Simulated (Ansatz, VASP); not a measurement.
EuSb: VASP beside Ansatz

```
Eu Sb
1.0
     0.00000    3.45981    3.45981
     3.45981    0.00000    3.45981
     3.45981    3.45981    0.00000
Eu Sb
1 1
Direct
  0.00000 0.00000 0.00000
  0.25000 0.25000 0.25000
```

Alike in both runs: task single point; functional PBE; k mesh 6 × 6 × 6; occupations gaussian, width 0.05 eV; collinear spin.

|  | VASP | Ansatz |
| --- | --- | --- |
| version | VASP 6.6.1 | Ansatz 0.2.0 |
| potentials or method | VASP PAW PBE potentials, release 64 (Eu, Sb) | scalar-relativistic, plane waves, PAW |
| plane-wave cutoff (eV) | 520 | 420 |
| valence electrons in the cell | 22 | 32 |

```tsv
	VASP	Ansatz	Ansatz less VASP
gap on the k mesh at the Fermi level (eV)	none	none	-
pressure (GPa)	4.2	4.3	+0.07
net moment per atom (μB)	3.01	3.01	0.000
size of the moment on the site where the two differ most (μB)	6.34	6.49	+0.150
```

Site moments also hang on the region over which each program counts them. A gap of «none» marks a metal or a gap that the smearing closes. The two sets of potentials don't hold the same shells in valence. Ansatz warned: «given_moment_on_shells».

Caveats: spin-orbit coupling is left out, which moves the levels of the heavy elements; a cell with one magnetic atom can't hold antiferromagnetic order, which such compounds often take; without U or exact exchange the open f shell lies at the Fermi level, which spoils levels, moments and volumes. The state reached can hang on the start; a lower one may exist.
